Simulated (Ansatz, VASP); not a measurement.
# NbB3 in two plane-wave programs, part 2 of 2

One calculation is typed for both programs; each brings its own data sets. How far apart do they land? The cell is generated by rule, not measured, and may not be a known phase. The cell is taken from a series of runs on this material, whose earlier steps may have relaxed, scaled, displaced or heated it; both programs get it as it stands.

VASP 6.6.1 and Ansatz 0.2.0.

So far: The structure; VASP: zone-centre phonons, PBE with D3(BJ).

The structure was built from a prototype and need not be the compound's stable phase.

## 3. Ansatz: zone-centre phonons, PBE with D3(BJ)

Level of this step: Ansatz beside VASP: Kohn-Sham DFT, plane waves, PBE with D3(BJ) (Ansatz).

Ansatz runs on its default PAW (the set named soft_2) files.

The same cell, functional, mesh and smearing now go to Ansatz, which takes its cutoff from its data sets.

input.yaml reads:

```yaml
crystal:
  lattice:
    - [-1.5605918717, 1.5605918717, 3.6826816775]
    - [1.5605918717, -1.5605918717, 3.6826816775]
    - [1.5605918717, 1.5605918717, -3.6826816775]
  atoms:
    - { symbol: Nb, position: [0.0, 0.0, 0.0] }
    - { symbol: B, position: [0.5, 0.5, 0.0] }
    - { symbol: B, position: [0.75, 0.25, 0.5] }
    - { symbol: B, position: [0.25, 0.75, 0.5] }
kpoints:
  mp_grid: { grid: [20, 20, 20] }
hamiltonian:
  xc: pbe
  dispersion: d3bj
scf:
  occupations: { method: methfessel_paxton, width: 0.2 }
output:
  eigenvalues: true
phonons:
  method: dfpt
```

On the command line:

```bash
> ansatz run input.yaml --threads 8 --pin off --max-ram 14336MiB --backend cpu --events-out ev --progress --plain --runs-dir out
```

Numbers of over 12 decimals in the logs are rounded to 6 here.

What it wrote:

```text
zone centre: on kpoints.mp_grid the ground state, and the responses unless they are solved on pairs of k-points, stand on 1166 of the mesh's 8000 k-points, reduced under 4 symmetry operations, with k and −k counted as one. Each operation leaves every solved displacement unchanged or reverses it
Engine: ansatz 0.2.0, x86_64-unknown-linux-gnu
Pseudopotentials: kind: paw
Pseudopotential: Nb, paw, valence charge 13, recommended cutoff 420 eV (normal), Nb.paw.azcp
Pseudopotential: B, paw, valence charge 3, recommended cutoff 420 eV (normal), B.paw.azcp
Functional definition: PBE
  parameter kappa = 0.804
  parameter beta = 0.066725
  exchange = pbe_x(kappa = kappa, mu = beta*pi^2/3)
  correlation = pbe_c(beta = beta)
Crystal: 4 atoms, lattice volume = 35.876 Å³
Basis set: ecut = 420 eV, 713 PW (Γ), exchange–correlation on 60×60×60 points (8 copies of the dense FFT grid, shifted against one another)
Bands: 15, of which v1, the nominal top of the filled ones, is band 11 counted from 1 (10 counted from 0)
Symmetry: 16 space group operations
k-points: 1166 of 8000 (irreducible under 4 space group operations, time reversal used)
Non-local potential: Nb, projectors of the file, l = 0: 3, l = 1: 2, l = 2: 2, l = 3: 1
Non-local potential: B, projectors of the file, l = 0: 2, l = 1: 2, l = 2: 1
PAW form: soft (Blöchl's): semilocal exchange-correlation on the pseudo side does not see the compensation charge
PAW one-centre angular grid: Nb, 590 points (default); XC on 64 Gauss nodes
PAW one-centre angular grid: B, 110 points (default); XC on 64 Gauss nodes
Initial density: superposition of atomic densities (neutral atoms: chi_scale 0, normalization atom), corrected by the library's trained network
Initial wavefunctions: pseudopotential atomic-orbital guess
Functional: x = pbe(κ = 0.804, μ = 0.219515), c = pbe(β = 0.066725)
SCF iter   1: F=—  HF=-5020.176140 eV  |F-HF|=—  |Δ(HF+E_count)|=         —  Δρ=6.08e-3  dr2=1.14e-2  ethr=1.77e-3  ⟨swp⟩=5.5  Hψ=85819  notcnv=0
preconditioner: auto → Kerker (q_TF=auto, 2.515 Å⁻¹)  [metal: Δε(μ)=0.014 eV  Ē_g=8.239 eV  σ=0.200 eV  W_gap=0.06  n_scr=10 (ndim 8)  ℏωp=23.2 eV  f_vac=0.000  D(μ)=0.59/eV (n_scr^D=2)]
SCF iter   2: F=—  HF=-5020.174290 eV  |F-HF|=—  |Δ(HF+E_count)|=   1.85e-3  S|Δr|=    0.00e0  Δρ=3.40e-3  dr2=3.44e-3  ethr=5.19e-5  ⟨swp⟩=1.2  Hψ=27861  notcnv=0
SCF iter   3: F=—  HF=-5020.173500 eV  |F-HF|=—  |Δ(HF+E_count)|=   7.90e-4  S|Δr|=    0.00e0  Δρ=5.63e-4  dr2=1.06e-4  ethr=1.56e-5  ⟨swp⟩=2.5  Hψ=29447  notcnv=0
SCF iter   4: F=—  HF=-5020.173466 eV  |F-HF|=—  |Δ(HF+E_count)|=   3.38e-5  S|Δr|=    0.00e0  Δρ=1.11e-4  dr2=4.51e-6  ethr=4.84e-7  ⟨swp⟩=2.8  Hψ=29534  notcnv=0
SCF iter   5: F=—  HF=-5020.173466 eV  |F-HF|=—  |Δ(HF+E_count)|=   2.63e-7  S|Δr|=    0.00e0  Δρ=2.77e-5  dr2=1.84e-7  ethr=2.05e-8  ⟨swp⟩=2.6  Hψ=25789  notcnv=0
SCF iter   6: F=—  HF=-5020.173466 eV  |F-HF|=—  |Δ(HF+E_count)|=   5.76e-8  S|Δr|=    0.00e0  Δρ=4.26e-6  dr2=5.66e-9  ethr=8.35e-10  ⟨swp⟩=2.6  Hψ=27434  notcnv=0
SCF iter   7: F=—  HF=-5020.173466 eV  |F-HF|=—  |Δ(HF+E_count)|=  4.86e-10  S|Δr|=    0.00e0  Δρ=5.79e-7  dr2=5.67e-11  ethr=2.57e-11  ⟨swp⟩=2.6  Hψ=25929  notcnv=0
SCF iter   8: F=-5020.173466 eV  HF=-5020.173466 eV  |F-HF|=9.09e-13  |Δ(HF+E_count)|=  3.18e-11  S|Δr|=    0.00e0  Δρ=8.22e-8  dr2=1.36e-12  ethr=1.00e-12  ⟨swp⟩=5.0  Hψ=69364  notcnv=0
the search or the solves at the SCF's close seem to have found levels that the self-consistency loop had missed (the run counts 2). By its estimate they hold under 1e-12 electrons; where the run keeps them, the occupations were computed again with them
SCF 1 converged in 8 iterations: F = -5020.173466 eV  dr2 = 1.36e-12
  greatest PAW one-centre occupation: 0.998 electrons in one spin orbital (limit 2), on the Nb atom at site 0 (counted from 0), in its partial waves of l = 0
DFPT response loops at Γ: preconditioner auto → Kerker (q_TF=auto, 2.515 Å⁻¹) (partly filled bands, converged f_vac=0.000); β = 1.00, the filter's whole step (`scf.mixing.beta` (0.50) is not read by the response loops under this deck's `scf.mixing.preconditioner`; to damp them name `kerker` or `kerker_dos`, under which they read `scf.mixing.beta`, and type it under 1.00, their step now; both keys bind the ground state too); Broyden in place of MSR1
SCF converged after 8 iterations
Stability not checked: this state was not tested for a lower state beside it, because cold or Methfessel-Paxton smearing, or corrected tetrahedra, fill the levels in a way that the test cannot read (fill_not_monotonic; see scf.lower_state_search)
Free energy (F): -5020.173466 eV
Harris-Foulkes:  -5020.173466 eV  (|F-HF|=9.09e-13)
Internal energy: -5020.173861 eV  (E = F + TS)
E sigma→0 (E₀):  -5020.173565 eV
Entropy (-TS):   0.000395 eV (0.099 meV/atom)
Fermi energy:    15.989449 eV
Step filling:    the computed levels leave a gap of 0.0036 eV = 0.0 smearing widths at the electron count; against every level under it full and every level over it empty, smearing changes F+E_penalty+E_count by +0.082 meV and its σ→0 estimate by -0.017 meV
--- Per-component energies (eV) ---
  E_band       = -21.291838
  E_kinetic    = 538.216724
  E_local      = -838.128099  (includes V_loc(G=0)·N_el)
  E_nonlocal   = 154.408701
  E_hartree    = 284.247195
  E_xc         = -272.920514
  E_vxc        = -328.963748  (∫ρ·V_xc dr)
  E_paw        = -3308.796895  (= ΣΔE_a)
  E_vpaw       = -115.319803  (= ΣTr[D̂ρ^β])
  E_aug_tail   = 0.000002  (compensation charges beyond the density's cutoff)
  E_ewald      = -1575.698018
  E_disp       = -1.502955  (pairwise vdW)
  E_smearing   = 0.000395  (= −TS)
  E_closure    = -0.000000  (closes the sum)
  Σ components = -5020.173466   (vs F -5020.173466, Δ=0.00e0)
--- Band table (eV; the first three rows and the last of 1166) ---
  k-point 0: bands = [... 7 lower, 11.5634, 12.1902, 12.1902, 16.8740, 16.8740, 17.0103, 17.3901, 21.1606]
  k-point 1: bands = [... 7 lower, 11.5596, 11.9970, 12.4936, 15.6759, 17.0177, 17.2964, 18.5187, 20.6015]
  k-point 2: bands = [... 7 lower, 11.5251, 11.5593, 13.0103, 14.2837, 17.4262, 18.0442, 19.6902, 19.9654]
  k-point 1165: bands = [... 7 lower, 13.3990, 13.3990, 14.2794, 16.6493, 16.6493, 17.5092, 19.0692, 19.0692]
--- Phonons (Γ-DFPT): 6 representative perturbations + reference, on 1166 of 8000 k-points (Σ response iterations 18) ---
  k mesh reduced under 4 symmetry operations, with k and −k counted as one. Each operation leaves every solved displacement unchanged or reverses it
  ASR residual: 2.014e-5 → 0.000e0 eV/Å²; symmetrization residual: 3.689e-6 eV/Å²
  pairwise dispersion correction: d3bj (s6 = 1.0, s8 = 0.7875, a1 = 0.4289, a2_bohr = 4.4407), with the weights of each atom's references fixed at the reference crystal's, and the forces and stress that the weights' published response gives there kept as a pressure on the atom's counted neighbours (hamiltonian.dispersion)
  ASR residual per site (eV/Å²): 2.01e-5 9.25e-6 1.96e-5 1.96e-5
  Γ frequencies (cm⁻¹): -461.49 -297.65 -297.65 0.00 0.00 0.00 262.18 262.18 477.47 546.24 670.75 670.75
  non-analytic LO–TO correction: not included (Born effective charges unavailable; polar crystals: no LO–TO splitting at Γ)
```

## 4. Comparison

Known differences besides the potentials themselves: the cutoff is 420 eV in Ansatz and 500 eV in VASP; Ansatz takes the dispersion share of the force constants at frozen C6 weights, VASP differentiates the full forces; VASP uses finite displacements, Ansatz perturbation theory. Total energies have different zeros and are not compared.

The two programs side by side:

| quantity | Ansatz | VASP | difference |
| --- | --- | --- | --- |
| optical mode 1 (imaginary, printed as negative) (cm⁻¹) | -461.5 | -461.8 | +0.3 |
| optical mode 2 to 3 (imaginary, printed as negative) (cm⁻¹) | -297.6 | -295.7 | -2.0 |
| optical mode 4 to 5 (cm⁻¹) | 262.2 | 261.8 | +0.15 % |
| optical mode 6 (cm⁻¹) | 477.5 | 477.2 | +0.06 % |
| optical mode 7 (cm⁻¹) | 546.2 | 545.9 | +0.06 % |
| optical mode 8 to 9 (cm⁻¹) | 670.8 | 670.1 | +0.10 % |

Modes are paired by rising frequency, not by their patterns, so a pair may set unlike modes beside each other; they are those without the splitting of longitudinal modes.

## 5. Results

```
r.m.s. difference of the optical zone-centre modes, each program's sorted by frequency (zone-centre phonons, PBE with D3(BJ)) : 1.0 cm⁻¹
```

**Reading.** The r.m.s. difference of the optical zone-centre modes, each program's sorted by frequency is 1.0 cm⁻¹ (zone-centre phonons, PBE with D3(BJ)). How closely two codes agree says nothing of how well the functional describes the real material.

[Lines on the potential files, build, host, timing and source positions are cut from VASP's logs without a mark.]

[Logs are printed without paths, hosts, clocks, repeated set-up lines and the standing remarks that a program may print on its own settings, such as how far it seeks lower states.]

[Hosts, paths, dates, database ids (printed as entryN), source tags and the programs' standing remarks are cut or masked in the printed files.]
